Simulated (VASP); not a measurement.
Data:

```yaml
crystal:
  lattice:
    - [4.18216, 0.03931, -0.01317]
    - [1.58560, 3.87731, -0.03113]
    - [0.03151, 0.04917, 7.20235]
  atoms:
    - { symbol: Ag, position: [0.76146, 0.71957, 0.73884] }
    - { symbol: Ag, position: [0.36204, 0.32044, 0.99123] }
    - { symbol: Ag, position: [0.15898, 0.11749, 0.48927] }
    - { symbol: Ag, position: [0.75965, 0.71746, 0.23894] }
    - { symbol: S, position: [0.53527, 0.49469, 0.49000] }
    - { symbol: S, position: [0.98511, 0.94284, 0.98922] }
```

All values below come from PBEsol GGA, VASP's PBE PAW potentials (set 64) (plane waves; VASP). Run with 400 eV cut-off, Gaussian smearing of 0.050 eV, potentials Ag S.

Task: Give the energies of bands 19 to 32 at the high-symmetry points, in eV from the valence-band maximum.

Result: 
| band | Γ | X | Z | T | V |
|---|---|---|---|---|---|
| 19 | -3.19 | -3.39 | -3.39 | -3.30 | -3.30 |
| 20 | -3.19 | -3.36 | -3.36 | -3.30 | -3.30 |
| 21 | -2.88 | -3.24 | -3.24 | -3.19 | -3.19 |
| 22 | -2.70 | -3.17 | -3.17 | -3.19 | -3.19 |
| 23 | -2.55 | -2.80 | -2.80 | -2.69 | -2.68 |
| 24 | -2.32 | -2.15 | -2.14 | -2.68 | -2.68 |
| 25 | -1.10 | -1.91 | -1.91 | -1.35 | -1.35 |
| 26 | -0.91 | -1.58 | -1.58 | -1.34 | -1.35 |
| 27 | -0.49 | -0.54 | -0.55 | -0.42 | -0.42 |
| 28 | 0.00 | -0.26 | -0.25 | -0.41 | -0.41 |
| 29 | 0.94 | 2.15 | 2.14 | 1.41 | 1.40 |
| 30 | 1.48 | 2.40 | 2.42 | 1.44 | 1.44 |
| 31 | 4.66 | 3.25 | 3.25 | 4.51 | 4.49 |
| 32 | 5.27 | 4.29 | 4.30 | 4.52 | 4.51 |

The gap is direct, 0.94 eV, from the valence maximum at Γ to the conduction minimum at Γ.

The structure comes from a computed database's Ag2S entry; how it stands against other phases isn't given here. It was relaxed first, which changed the volume by -10 %.
